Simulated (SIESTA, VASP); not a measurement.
An input for SIESTA (GGA PBE, numerical atomic orbitals TZP, PseudoDojo PBE standard norm-conserving potentials (rewritten from UPF to PSML)):

```
# files in the folder: B.psml As.psml (PseudoDojo PBE standard)
SystemName  BAs
SystemLabel bas

NumberOfAtoms                2
NumberOfSpecies              2
%block ChemicalSpeciesLabel
  1 5 B
  2 33 As
%endblock ChemicalSpeciesLabel
LatticeConstant              1.0 Ang
%block LatticeVectors
     0.000000000    2.342200000    2.342200000
     2.342200000    0.000000000    2.342200000
     2.342200000    2.342200000    0.000000000
%endblock LatticeVectors
AtomicCoordinatesFormat      Fractional
%block AtomicCoordinatesAndAtomicSpecies
     0.000000000    0.000000000    0.000000000  1
     0.250000000    0.250000000    0.250000000  2
%endblock AtomicCoordinatesAndAtomicSpecies

XC.functional                GGA
XC.authors                   PBE
PAO.BasisSize                TZP
PAO.EnergyShift              0.005 Ry
MeshCutoff                   400 Ry
%block kgrid.MonkhorstPack
    8   0   0  0.0
    0   8   0  0.0
    0   0   8  0.0
%endblock kgrid.MonkhorstPack
OccupationFunction           FD
ElectronicTemperature        50.0 meV

MaxSCFIterations             150
SCF.Mixer.Method             Pulay
SCF.Mixer.Weight             0.2
SCF.Mixer.History            8
SCF.DM.Tolerance             1.0E-04
Diag.ParallelOverK           true
WriteForces                  true
Charge.Mulliken              end
```

Question: Write the VASP files for the same calculation.

Answer: One set of files that does it:

File POSCAR:
```
BAs
1
    0.0000000000     2.3422000000     2.3422000000
    2.3422000000     0.0000000000     2.3422000000
    2.3422000000     2.3422000000     0.0000000000
B As
1 1
Direct
  0.0000000000   0.0000000000   0.0000000000
  0.2500000000   0.2500000000   0.2500000000
```

INCAR:
```
# general
SYSTEM  = BAs
PREC    = Accurate
ENCUT   = 400
LREAL   = .FALSE.
LASPH   = .TRUE.

# electronic loop
EDIFF   = 1E-6
NELM    = 100
ALGO    = Normal
LMAXMIX = 4

# smearing
ISMEAR  = -1
SIGMA   = 0.05

# functional
GGA     = PE

# ions
ISIF    = 2

# output
LWAVE   = .FALSE.
LCHARG  = .FALSE.
```

File KPOINTS:
```
Automatic mesh
0
Gamma
8 8 8
0 0 0
```

POTCAR, in this order: B As (PBE.64 set). Program: vasp_std.

Both are inputs of real runs that ended normally. What can't carry over is the choice of potentials or basis and its cut-off, and each code's defaults.

The structure is a typed BAs crystal (F-43m). The cell was not relaxed at this level, and its volume differs by -5.9 % from the start's.
